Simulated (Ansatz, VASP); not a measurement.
# Cross-check of BN between VASP and Ansatz, part 2 of 3

Aim: how closely do two programs agree when they are given the same cell, functional and k mesh? The cell is taken from a series of runs on this material, whose earlier steps may have relaxed, scaled, displaced or heated it; both programs get it as it stands.

VASP 6.6.1 and Ansatz 0.2.0.

So far: The starting structure; Ansatz: zone-centre phonons, LDA.

### 3. VASP: zone-centre phonons, LDA

Level of this step: LDA; plane waves and PAW (B, N) (VASP).

The same cell, functional (in two slightly different forms) and mesh now go to VASP, with its own data sets.

Lines of VASP's logs that name or quote its potential files are left out, and so is its time.

File INCAR:

```
SYSTEM = BN
PREC = Accurate
ENCUT = 600
EDIFF = 1E-08
NELM = 120
ISMEAR = 0
SIGMA = 0.01
LREAL = .FALSE.
ALGO = Normal
GGA = PW92
NBANDS = 14
LORBIT = 11
LWAVE = .FALSE.
LCHARG = .FALSE.
ISIF = 2
IBRION = 8
LEPSILON = .TRUE.
LASPH = .TRUE.
GGA_COMPAT = .FALSE.
EFERMI = MIDGAP
KPAR = 2
```

File POSCAR:

```
BN
1.0
    2.4891452804      0.0000000000      0.0000000000
   -1.2445726402      2.1556630465      0.0000000000
    0.0000000000      0.0000000000      6.4880434129
B N
2 2
Direct
    0.3333333334      0.6666666668      0.2500000000
    0.6666666668      0.3333333334      0.7500000000
    0.3333333334      0.6666666668      0.7500000000
    0.6666666668      0.3333333334      0.2500000000
```

File KPOINTS:

```
Automatic mesh
0
Gamma
9 9 4
0 0 0
```

The projector-augmented-wave data sets are B and N (LDA family, release 64).

Started as:

```bash
$ mpirun -np 2 vasp_std
```

Output:

```text
[banner, memory and clock lines left out]
running    2 mpi-ranks, on    1 nodes
 distrk:  each k-point on    1 cores,    2 groups
 distr:  one band on    1 cores,    1 groups

 POSCAR found type information on POSCAR B N
 POSCAR found :  2 types and       4 ions
|                                                                             |
|               ----> ADVICE to this user running VASP <----                  |
|                                                                             |
|     You enforced a specific xc type in the INCAR file but a different       |
|     [... a line on the potential file left out ...]
|     I HOPE YOU KNOW WHAT YOU ARE DOING!                                     |
|                                                                             |

 LDA part: xc-table for (Slater(with rela. corr.)+PW92), standard interpolation
 POSCAR, INCAR and KPOINTS ok, starting setup
 FFT: planning ... GRIDC
 FFT: planning ... GRID_SOFT
 FFT: planning ... GRID
 WAVECAR not read
 entering main loop
       N       E                     dE             d eps       ncg     rms          rms(c)
DAV:   1     0.588432585712E+02    0.58843E+02   -0.91211E+03  1008   0.120E+03
DAV:   2    -0.388299384866E+02   -0.97673E+02   -0.88787E+02  1392   0.245E+02
DAV:   3    -0.426805592538E+02   -0.38506E+01   -0.38307E+01  1332   0.489E+01
DAV:   4    -0.427090106688E+02   -0.28451E-01   -0.28440E-01  1164   0.476E+00
DAV:   5    -0.427093359347E+02   -0.32527E-03   -0.32512E-03  1356   0.478E-01    0.112E+01
DAV:   6    -0.391219719663E+02    0.35874E+01   -0.70788E+00  1158   0.208E+01    0.487E+00
DAV:   7    -0.387516554808E+02    0.37032E+00   -0.47952E-01  1266   0.539E+00    0.297E+00
DAV:   8    -0.386342914462E+02    0.11736E+00   -0.30528E-01  1200   0.391E+00    0.428E-01
DAV:   9    -0.386298808138E+02    0.44106E-02   -0.15175E-02  1164   0.993E-01    0.182E-01
DAV:  10    -0.386298591815E+02    0.21632E-04   -0.71462E-04  1206   0.215E-01    0.247E-02
DAV:  11    -0.386298723781E+02   -0.13197E-04   -0.29420E-05  1182   0.473E-02    0.181E-02
DAV:  12    -0.386298718282E+02    0.54989E-06   -0.70005E-06  1152   0.206E-02    0.118E-03
DAV:  13    -0.386298718167E+02    0.11486E-07   -0.34545E-07  1266   0.439E-03    0.484E-04
DAV:  14    -0.386298718220E+02   -0.52330E-08   -0.31532E-09   888   0.493E-04
   1 F= -.38629872E+02 E0= -.38629872E+02  d E =0.000000E+00
 Linear response reoptimize wavefunctions to high precision
DAV:   1    -0.386298718220E+02   -0.15007E-10   -0.45197E-10   816   0.188E-04
 Linear response G [H, r] |phi>, progress :
  Direction:   1
       N       E                     dE             d eps       ncg     rms
RMM:   1    -0.578223224297E+02   -0.57822E+02    0.46773E+01  2121   0.678E+01
RMM:   2    -0.573892037329E+02    0.43312E+00   -0.25436E+00  1674   0.132E+01
RMM:   3    -0.574103144536E+02   -0.21111E-01   -0.22863E-02  1838   0.111E+00
RMM:   4    -0.574109819427E+02   -0.66749E-03   -0.27374E-04  1875   0.132E-01
RMM:   5    -0.574109973658E+02   -0.15423E-04   -0.96675E-06  1869   0.196E-02
RMM:   6    -0.574109981091E+02   -0.74338E-06   -0.19874E-06  1857   0.325E-03
RMM:   7    -0.574109981317E+02   -0.22614E-07   -0.18908E-06  1720   0.100E-03
RMM:   8    -0.574109981312E+02    0.53754E-09   -0.18602E-06  1367   0.653E-04
RMM:   9    -0.574109981308E+02    0.46138E-09   -0.17815E-06  1249   0.612E-04
RMM:  10    -0.574109981280E+02    0.27438E-08   -0.17043E-06  1141   0.608E-04
RMM:  11    -0.574109981204E+02    0.76174E-08   -0.39473E-06  1094   0.609E-04
 Linear response G [H, r] |phi>, progress :
  Direction:   2
       N       E                     dE             d eps       ncg     rms
RMM:   1    -0.614454628710E+02   -0.61445E+02   -0.19815E+01  2036   0.643E+01
RMM:   2    -0.608862178350E+02    0.55925E+00   -0.17737E+00  1688   0.110E+01
RMM:   3    -0.609020175469E+02   -0.15800E-01   -0.17904E-02  1799   0.901E-01
RMM:   4    -0.609023641561E+02   -0.34661E-03   -0.20870E-04  1848   0.105E-01
RMM:   5    -0.609023707612E+02   -0.66050E-05   -0.51637E-06  1861   0.145E-02
RMM:   6    -0.609023710039E+02   -0.24276E-06    0.77096E-07  1841   0.238E-03
RMM:   7    -0.609023710075E+02   -0.35868E-08    0.89177E-07  1657   0.864E-04
RMM:   8    -0.609023710045E+02    0.30171E-08    0.95695E-07  1300   0.659E-04
RMM:   9    -0.609023710043E+02    0.19464E-09    0.12377E-06  1206   0.642E-04
RMM:  10    -0.609023710083E+02   -0.40160E-08    0.36931E-06  1097   0.641E-04
RMM:  11    -0.609023710120E+02   -0.37007E-08    0.93605E-06  1081   0.643E-04
 Linear response G [H, r] |phi>, progress :
  Direction:   3
       N       E                     dE             d eps       ncg     rms
RMM:   1    -0.562640079176E+02   -0.56264E+02    0.10470E+02  1873   0.778E+01
RMM:   2    -0.586704265962E+02   -0.24064E+01   -0.18747E+00  1581   0.955E+00
[...]
RMM:   2    -0.213700306260E+00   -0.32612E-02   -0.28043E-03  1635   0.339E-01
RMM:   3    -0.213723790419E+00   -0.23484E-04   -0.25061E-05  1681   0.233E-02
RMM:   4    -0.213724094547E+00   -0.30413E-06   -0.27435E-07  1639   0.249E-03
RMM:   5    -0.213724097737E+00   -0.31893E-08   -0.62014E-09  1431   0.277E-04
 change of polarisation eV/A/(eV/A) component  3 :    -0.027    -0.034     0.427
[...]
RMM:   5    -0.192196193957E+00   -0.28179E-02   -0.40803E-04  1638   0.124E-01    0.881E-03
RMM:   6    -0.192325147167E+00   -0.12895E-03   -0.17811E-05  1709   0.190E-02    0.428E-03
RMM:   7    -0.192409591365E+00   -0.84444E-04   -0.70503E-07  1672   0.450E-03    0.105E-03
RMM:   8    -0.192419293921E+00   -0.97026E-05   -0.93710E-08  1690   0.162E-03    0.301E-04
RMM:   9    -0.192416748940E+00    0.25450E-05   -0.58984E-09  1661   0.452E-04    0.189E-05
RMM:  10    -0.192416916263E+00   -0.16732E-06   -0.22883E-10  1171   0.624E-05    0.909E-06
 change of polarisation eV/A/(eV/A) component  3 :    -0.027    -0.034     0.358
 dielectric tensor                  component  3 :    -0.142    -0.175     2.859
 Linear response DOF=           4
 Linear response progress:
  Degree of freedom:   1/  4
       N       E                     dE             d eps       ncg     rms          rms(c)
RMM:   1    -0.558272746206E-01   -0.55827E-01   -0.66180E-02  7864   0.156E+00
RMM:   2    -0.422903762109E-01    0.13537E-01   -0.22181E-03  5602   0.323E-01    0.221E-01
RMM:   3    -0.418480073192E-01    0.44237E-03    0.40233E-04  5579   0.139E-01    0.121E-01
RMM:   4    -0.421811548232E-01   -0.33315E-03    0.30702E-04  5423   0.143E-01    0.137E-02
RMM:   5    -0.422575889480E-01   -0.76434E-04   -0.25774E-05  5920   0.174E-02    0.145E-03
RMM:   6    -0.422563079726E-01    0.12810E-05   -0.32429E-06  6034   0.156E-03    0.711E-04
RMM:   7    -0.422515995145E-01    0.47085E-05   -0.38185E-06  5830   0.922E-04    0.841E-05
RMM:   8    -0.422519541457E-01   -0.35463E-06   -0.66813E-07  6141   0.169E-04    0.354E-05
RMM:   9    -0.422519362271E-01    0.17919E-07   -0.87266E-07  6209   0.424E-05    0.647E-06
RMM:  10    -0.422519607033E-01   -0.24476E-07   -0.60429E-07  6180   0.198E-05    0.126E-06
RMM:  11    -0.422519468991E-01    0.13804E-07   -0.56730E-07  5361   0.118E-05    0.220E-07
RMM:  12    -0.422519643292E-01   -0.17430E-07   -0.66517E-07  3876   0.103E-05    0.102E-07
RMM:  13    -0.422519659061E-01   -0.15769E-08   -0.64807E-07  3265   0.101E-05    0.507E-08
 first order change of Fermi-energy   0.23082E-04
 force on displaced ion       1 direction 1 : -42.824   0.008   0.000
 Born effective charge ion    1 direction 1 :   2.704   0.000   0.000
 Linear response progress:
  Degree of freedom:   2/  4
       N       E                     dE             d eps       ncg     rms          rms(c)
RMM:   1    -0.475080293357E-01   -0.47508E-01    0.43299E-02  2458   0.128E+00
RMM:   2    -0.477579610668E-01   -0.24993E-03   -0.61126E-04  1902   0.165E-01    0.146E-01
RMM:   3    -0.475236522532E-01    0.23431E-03   -0.22562E-04  1866   0.495E-02    0.866E-02
RMM:   4    -0.474757600151E-01    0.47892E-04   -0.37668E-04  1881   0.513E-02    0.765E-03
RMM:   5    -0.473920337926E-01    0.83726E-04   -0.82353E-05  1996   0.130E-02    0.164E-03
RMM:   6    -0.473748581774E-01    0.17176E-04   -0.23199E-06  2096   0.215E-03    0.571E-04
RMM:   7    -0.473727134554E-01    0.21447E-05    0.14753E-06  2113   0.548E-04    0.163E-04
RMM:   8    -0.473729834811E-01   -0.27003E-06   -0.11681E-06  2098   0.196E-04    0.345E-05
RMM:   9    -0.473730501014E-01   -0.66620E-07    0.91020E-08  2122   0.522E-05    0.102E-05
RMM:  10    -0.473730552311E-01   -0.51297E-08    0.34771E-08  2199   0.234E-05    0.207E-06
 first order change of Fermi-energy   0.22337E-03
 force on displaced ion       1 direction 3 :   0.000  -0.000 -13.804
 Born effective charge ion    1 direction 3 :   0.000  -0.000   0.810
 Linear response progress:
  Degree of freedom:   3/  4
       N       E                     dE             d eps       ncg     rms          rms(c)
RMM:   1    -0.238999726716E+00   -0.23900E+00    0.12959E-01  6546   0.333E+00
RMM:   2    -0.229840619411E+00    0.91591E-02   -0.35800E-03  5617   0.483E-01    0.283E-01
RMM:   3    -0.230659046828E+00   -0.81843E-03   -0.10898E-03  5297   0.222E-01    0.151E-01
RMM:   4    -0.233034109895E+00   -0.23751E-02   -0.10432E-03  5021   0.213E-01    0.255E-02
RMM:   5    -0.233048987773E+00   -0.14878E-04   -0.18608E-05  6150   0.352E-02    0.170E-03
RMM:   6    -0.233056403990E+00   -0.74162E-05    0.21188E-06  6191   0.303E-03    0.965E-04
RMM:   7    -0.233050768156E+00    0.56358E-05    0.60345E-06  6120   0.708E-04    0.128E-04
RMM:   8    -0.233053418702E+00   -0.26505E-05    0.23860E-07  5875   0.240E-04    0.235E-05
RMM:   9    -0.233053559608E+00   -0.14091E-06    0.96599E-07  6350   0.758E-05    0.362E-06
RMM:  10    -0.233053485757E+00    0.73850E-07    0.10690E-06  6168   0.360E-05    0.118E-06
RMM:  11    -0.233053488343E+00   -0.25855E-08    0.11345E-06  5229   0.298E-05    0.380E-07
RMM:  12    -0.233053472909E+00    0.15434E-07    0.10180E-06  4200   0.289E-05    0.152E-07
RMM:  13    -0.233053466855E+00    0.60532E-08    0.10752E-06  3597   0.285E-05    0.130E-07
RMM:  14    -0.233053467417E+00   -0.56183E-09    0.11210E-06  3269   0.284E-05    0.695E-08
 first order change of Fermi-energy   0.17283E-03
 force on displaced ion       3 direction 1 : -42.899   0.004   0.000
 Born effective charge ion    3 direction 1 :  -2.705   0.001   0.000
 Linear response progress:
  Degree of freedom:   4/  4
       N       E                     dE             d eps       ncg     rms          rms(c)
RMM:   1    -0.263666810773E+00   -0.26367E+00    0.15358E-01  2186   0.296E+00
RMM:   2    -0.264013312067E+00   -0.34650E-03   -0.12628E-03  1880   0.259E-01    0.197E-01
RMM:   3    -0.264169673061E+00   -0.15636E-03   -0.15678E-03  1792   0.226E-01    0.870E-02
RMM:   4    -0.265188913907E+00   -0.10192E-02   -0.69694E-04  1832   0.150E-01    0.145E-02
RMM:   5    -0.265211506581E+00   -0.22593E-04   -0.19435E-05  2028   0.246E-02    0.312E-03
RMM:   6    -0.265243372368E+00   -0.31866E-04    0.71443E-08  2053   0.518E-03    0.106E-03
RMM:   7    -0.265225850337E+00    0.17522E-04   -0.23987E-07  1881   0.203E-03    0.129E-04
RMM:   8    -0.265225611654E+00    0.23868E-06   -0.17445E-08  2164   0.308E-04    0.205E-05
RMM:   9    -0.265225945140E+00   -0.33349E-06    0.10383E-09  2030   0.473E-05    0.953E-06
RMM:  10    -0.265226031932E+00   -0.86792E-07   -0.11373E-08  2189   0.228E-05    0.842E-07
RMM:  11    -0.265226027277E+00    0.46549E-08   -0.12239E-08  1615   0.133E-05    0.392E-07
 first order change of Fermi-energy   0.15414E-04
 force on displaced ion       3 direction 3 :   0.000  -0.000 -14.002
 Born effective charge ion    3 direction 3 :   0.000   0.000  -0.810
 Born effective charges drift removed
 Linear response finished
```

(Part 2 of 3 ends here.)

[Lines on the potential files, build, host, timing and source positions are cut from VASP's logs without a mark.]

[Logs are printed without paths, hosts, clocks, repeated set-up lines and the standing remarks that a program may print on its own settings, such as how far it seeks lower states.]

[Hosts, paths, dates, database ids (printed as entryN), source tags and the programs' standing remarks are cut or masked in the printed files.]
